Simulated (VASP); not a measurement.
A run of VASP 6.6.1:

The input INCAR:

```
SYSTEM = TiSi
PREC = Accurate ; ENCUT = 520
EDIFF = 1E-6 ; ISMEAR = 0
SIGMA = 0.1 ; LREAL = .False.
LASPH = .True. ; NELM = 100
ALGO = Fast ; ISIF = 2
LWAVE = .False. ; LCHARG = .False.
GGA = CA ; NBANDS = 42
```

File KPOINTS:

```
regular mesh
0
Gamma
  6 10 8
  0 0 0
```

POSCAR

```
TiSi
1.0
    6.3992155217      0.0000000000      0.0000000000
    0.0000000000      3.5916163274      0.0000000000
    0.0000000000      0.0000000000      4.9244996025
Ti Si
4 4
Direct
    0.6761646587      0.2500000000      0.3704258515
    0.3238353413      0.7500000000      0.6295741485
    0.8238353413      0.7500000000      0.8704258515
    0.1761646587      0.2500000000      0.1295741485
    0.5442437298      0.2500000000      0.8531528518
    0.4557562702      0.7500000000      0.1468471482
    0.9557562702      0.7500000000      0.3531528518
    0.0442437298      0.2500000000      0.6468471482
```

Potentials or basis: VASP PAW LDA potentials, release 64 (Ti_sv, Si).

The run is started by

```console
$ cat potpaw_LDA.64/Ti_sv/POTCAR potpaw_LDA.64/Si/POTCAR > POTCAR
$ mpirun -np 1 vasp_std > vasp.out
```

Hardware: 1 thread of Intel(R) Xeon(R) 6975P-C (Granite Rapids), on a shared host.

**Question.** Estimate the wall time of this run.

**Answer.** Run time: 12 min on 1 thread of Intel(R) Xeon(R) 6975P-C (Granite Rapids) (shared host), peak memory 0.49 GiB. Counts: scf iterations 45, k points 120.
